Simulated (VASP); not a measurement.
Consider the following.

```
CELL_PARAMETERS angstrom
      2.91119     0.00000     0.00000
      0.00000     2.91119     0.00000
      0.00000     0.00000     2.91119
ATOMIC_POSITIONS crystal
  Al 0.50000 0.50000 0.50000
  Ni 0.00000 0.00000 0.00000
```

The numbers are results of revPBE GGA, VASP's PBE PAW potentials (set 64) (plane waves; VASP), not measurements. Numerical set-up: 520 eV cut-off, 14×14×14 Γ-centred mesh, tetrahedra with Blöchl corrections, potentials Al Ni.

Task: Estimate the energy per atom (σ→0), band gap (on the k-mesh) with the smallest direct gap where there is one.

Result: 
```
Property                                                    Result
------------------------  ----------------------------------------
band gap (on the k-mesh)  none (metal, semimetal or under 0.01 eV)
energy per atom (σ→0)                               -4.957 eV/atom
```

Total energies compare only between runs with the same potentials, cut-off and functional.

The compound is NiAl in the CsCl type structure. It was relaxed first. The run is not spin-polarised, so no magnetic state was tried. The electron count is odd and the run is not spin-polarised, which forces a metal.
